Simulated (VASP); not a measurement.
Data:

```
CELL_PARAMETERS angstrom
      1.20338    -2.08432     0.00000
      1.20338     2.08432     0.00000
      0.00000     0.00000     6.51277
ATOMIC_POSITIONS crystal
  C  0.00000 0.00000 0.25000
  C  0.00000 0.00000 0.75000
  C  0.33333 0.66667 0.25000
  C  0.66667 0.33333 0.75000
```

These are r2SCAN+rVV10, VASP's PBE PAW potentials (set 64) (plane waves; VASP 6.6.1) values and carry that method's errors. Numerical set-up: 520 eV cut-off, 10×10×4 Γ-centred mesh, Gaussian smearing of 0.050 eV, potentials C.

Task: The ions and cell shape at fixed volume are relaxed. Which structure does the run end with?

Result: 
```
CELL_PARAMETERS angstrom
      1.22513    -2.12198     0.00000
      1.22513     2.12198     0.00000
      0.00000     0.00000     6.28364
ATOMIC_POSITIONS crystal
  C  0.00000 0.00000 0.25000
  C  0.00000 0.00000 0.75000
  C  0.33333 0.66667 0.25000
  C  0.66667 0.33333 0.75000
```
Space group P6_3/mmc (194), at a tolerance of 0.03 Å.

Task: How much energy does the relaxation gain?

Result: The energy (σ→0) changes by -26.1 meV/atom, in 3 ionic steps.

| step | E(σ→0) (eV) | max force (eV/Å) | pressure (GPa) | volume (Å³) |
|---|---|---|---|---|
| 1 | -39.3082 | 0.000 | 20.26 | 32.67 |
| 2 | -39.4008 | 0.000 | -1.61 | 32.67 |
| 3 | -39.4126 | 0.000 | 3.64 | 32.67 |

The compound is C in the graphite structure. This cell is one point of a volume scan, at 0.94 of the reference volume. Symmetry was kept, so distortions that lower it aren't found.
